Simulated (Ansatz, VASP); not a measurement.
## MgScF3: VASP beside Ansatz

```
Sc Mg F
1.0
     3.97872    0.00000    0.00000
     0.00000    3.97872    0.00000
     0.00000    0.00000    3.97872
Sc Mg F
1 1 3
Direct
  0.50000 0.50000 0.50000
  0.00000 0.00000 0.00000
  0.50000 0.00000 0.00000
  0.00000 0.50000 0.00000
  0.00000 0.00000 0.50000
```

Alike in both runs: functional r2SCAN; k mesh 5 × 5 × 5; no spin polarisation.

Ansatz relaxed the structure, and its values are those at the end. VASP's run is a single point on that final structure, the one shown.

```csv
,VASP,Ansatz
version,VASP 6.6.1,Ansatz 0.2.0
potentials or method,"VASP PAW PBE potentials, release 64 (Sc_sv, Mg, F)",PAW plane waves
plane-wave cutoff (eV),520,500
occupations,"fermi-dirac, width 0.1 eV",fermi-dirac
valence electrons in the cell,34,42
```

```tsv
	VASP	Ansatz	Ansatz less VASP
gap on the k mesh at the Fermi level (eV)	none	none	-
pressure (GPa)	-0.6	0.0	+0.64
```

A gap of «none» marks a metal or a gap that the smearing closes. The two sets of potentials don't hold the same shells in valence.

Caveats: the PAW data sets were made with another functional, which shifts forces and pressure a little (VASP).
